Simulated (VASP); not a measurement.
These are AM05 GGA, VASP's PBE PAW potentials (set 64) (plane waves; VASP 6.6.1) values and carry that method's errors.

VASP ran on this input.

**KPOINTS**
```
kpoints
0
Gamma
  9 9 9
```

**POSCAR**
```
NaF
1.0
  0.0000000000   2.3354354302   2.3354354302
  2.3354354302   0.0000000000   2.3354354302
  2.3354354302   2.3354354302   0.0000000000
Na F
1 1
Direct
  1.0000000000   0.0000000000   1.0000000000
  0.5000000000   0.5000000000   0.5000000000
```

INCAR:
```
SYSTEM = NaF
PREC = Accurate
ENCUT = 520
EDIFF = 1E-6
NELM = 100
ALGO = Normal
LREAL = .FALSE.
LASPH = .TRUE.
ISMEAR = 0
SIGMA = 0.05
GGA = AM
LWAVE = .FALSE.
LCHARG = .FALSE.
IBRION = 2
ISIF = 3
NSW = 60
EDIFFG = -0.01
```

POTCAR, in this order: Na_pv F (PBE.64 set). Program: vasp_std.

Output

### OSZICAR
```
       N       E                     dE             d eps       ncg     rms          rms(c)
DAV:   1     0.109082196527E+03    0.10908E+03   -0.83947E+03   781   0.153E+03
DAV:   2    -0.331247358906E+01   -0.11239E+03   -0.10371E+03   823   0.361E+02
DAV:   3    -0.919203557371E+01   -0.58796E+01   -0.58655E+01   920   0.855E+01
DAV:   4    -0.925243888189E+01   -0.60403E-01   -0.60395E-01   833   0.914E+00
DAV:   5    -0.925308491856E+01   -0.64604E-03   -0.64603E-03   875   0.979E-01    0.492E+00
DAV:   6    -0.850183316622E+01    0.75125E+00   -0.32900E+00   925   0.184E+01    0.187E+00
DAV:   7    -0.849485642640E+01    0.69767E-02   -0.30222E-02   788   0.286E+00    0.104E+00
DAV:   8    -0.850194232707E+01   -0.70859E-02   -0.34078E-02   773   0.494E+00    0.130E-01
DAV:   9    -0.850312480242E+01   -0.11825E-02   -0.56893E-03   848   0.868E-01    0.866E-02
DAV:  10    -0.850305975031E+01    0.65052E-04   -0.85171E-04   818   0.369E-01    0.188E-02
DAV:  11    -0.850306999055E+01   -0.10240E-04   -0.57119E-05   800   0.166E-01    0.523E-03
DAV:  12    -0.850307184167E+01   -0.18511E-05   -0.75810E-06   869   0.377E-02    0.376E-03
DAV:  13    -0.850307177362E+01    0.68059E-07   -0.83022E-07   800   0.993E-03
   1 F= -.85030718E+01 E0= -.85030718E+01  d E =-.850307E+01
```

OUTCAR:
```
------------------------ aborting loop because EDIFF is reached ----------------------------------------
  FORCE on cell =-STRESS in cart. coord.  units (eV):
  Direction    XX          YY          ZZ          XY          YZ          ZX
  --------------------------------------------------------------------------------------
  Total        0.0167760      0.0167760      0.0167760      0.0000000      0.0000000      0.0000000
  in kB        1.0550318      1.0550318      1.0550318      0.0000000      0.0000000      0.0000000
  external PRESSURE =       1.0550318 kB  Pullay stress =       0.0000000 kB
  volume of cell :       25.48
      direct lattice vectors                 reciprocal lattice vectors
     0.000000000  2.335435430  2.335435430    -0.214092838  0.214092838  0.214092838
     2.335435430  0.000000000  2.335435430     0.214092838 -0.214092838  0.214092838
     2.335435430  2.335435430  0.000000000     0.214092838  0.214092838 -0.214092838
  FREE ENERGIE OF THE ION-ELECTRON SYSTEM (eV)
  ---------------------------------------------------
  free  energy   TOTEN  =        -8.5030717736 eV

  energy  without entropy=       -8.5030717736  energy(sigma->0) =       -8.50307177

 reached required accuracy - stopping structural energy minimisation
```
(Selected blocks of OUTCAR.)

File OUTCAR:
```
 val. band max:       -2.1727001775   @ k =   0.0000   0.0000   0.0000

 cond. band min:       4.0714880772   @ k =   0.0000   0.0000   0.0000


 Fermi energy:        -1.8492285581

 k-point     1 :       0.0000    0.0000    0.0000
  band No.  band energies     occupation
      1     -21.1101      2.00000
      2     -21.0755      2.00000
      3     -21.0755      2.00000
      4     -21.0755      2.00000
      5      -2.1727      2.00000
      6      -2.1727      2.00000
      7      -2.1727      2.00000
      8       4.0715      0.00000
      9      16.6655      0.00000
     10      16.6655      0.00000
     11      16.6655      0.00000

 k-point     2 :       0.1111    0.0000    0.0000
  band No.  band energies     occupation
      1     -21.3540      2.00000
      2     -21.0768      2.00000
      3     -21.0768      2.00000
      4     -20.8155      2.00000
      5      -2.4033      2.00000
      6      -2.2018      2.00000
      7      -2.2018      2.00000
      8       4.4988      0.00000
      9      15.1844      0.00000
     10      16.8476      0.00000
     11      16.8476      0.00000

 k-point     3 :       0.2222    0.0000    0.0000
  band No.  band energies     occupation
      1     -21.5712      2.00000
      2     -21.0803      2.00000
      3     -21.0803      2.00000
      4     -20.5577      2.00000
      5      -2.9077      2.00000
      6      -2.2746      2.00000
      7      -2.2746      2.00000
      8       5.5727      0.00000
      9      13.2729      0.00000
     10      17.2749      0.00000
     11      17.2749      0.00000

 k-point     4 :       0.3333    0.0000    0.0000
  band No.  band energies     occupation
      1     -21.7258      2.00000
      2     -21.0841      2.00000
      3     -21.0841      2.00000
      4     -20.3567      2.00000
      5      -3.3919      2.00000
      6      -2.3561      2.00000
      7      -2.3561      2.00000
      8       6.9325      0.00000
      9      11.6761      0.00000
...
```

The compound is NaF in the rock salt structure. It was relaxed first. The start is the result of an earlier pass.
